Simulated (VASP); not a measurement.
An input for Ansatz (written as the equivalent of a VASP run, and not itself run):

Ansatz 0.2 input:
```yaml
crystal:
  lattice:
    - [0.0000000, 1.7803750, 1.7803750]
    - [1.7803750, 0.0000000, 1.7803750]
    - [1.7803750, 1.7803750, 0.0000000]
  atoms:
    - { symbol: C, position: [0.5034550, 0.5073730, 0.4927220] }
    - { symbol: C, position: [0.7465450, 0.7426270, 0.7572780] }
kpoints:
  mp_grid: { grid: [9, 9, 9] }
hamiltonian:
  xc: hse06
  pseudopotentials: { kind: paw }
scf:
  occupations: { method: gaussian, width: 0.01 }
  max_iter: 100
output: { forces: true, stress: true, eigenvalues: true }
```

Write the VASP files for the same calculation (HSE06).

This is not unique; one that fits is 
**INCAR**
```
SYSTEM = C
PREC = Accurate
ENCUT = 400
EDIFF = 1E-6
NELM = 100
ALGO = Normal
LREAL = .FALSE.
LASPH = .TRUE.
ISMEAR = 0
SIGMA = 0.01
GGA = PE
HFSCREEN = 0.2
AEXX = 0.25
LHFCALC = .TRUE.
PRECFOCK = Fast
ISYM = 3
LWAVE = .FALSE.
LCHARG = .FALSE.
ISIF = 2
```

File KPOINTS:
```
Automatic
0
Gamma
9 9 9
```

### POSCAR
```
C
1
    0.0000000000     1.7803750000     1.7803750000
    1.7803750000     0.0000000000     1.7803750000
    1.7803750000     1.7803750000     0.0000000000
C
2
Direct
  0.5034550000   0.5073730000   0.4927220000
  0.7465450000   0.7426270000   0.7572780000
```

POTCAR, in this order: C (PBE.64 set). Program: vasp_std.

What does not carry over: each code has its own PAW files, so the cut-off isn't converted (ENCUT is set for VASP's; basis.ecutwfc is left out, and Ansatz then takes the one that its files recommend); Ansatz stops its SCF on the density residual and VASP on the energy change (EDIFF); Ansatz's hse06 screens at 0.11 per bohr (0.208 per Å), slightly more than HFSCREEN = 0.2.

The structure comes from a computed database's C entry; how it stands against other phases isn't given here. The cell was not relaxed at this level, atoms are displaced from their ideal sites.
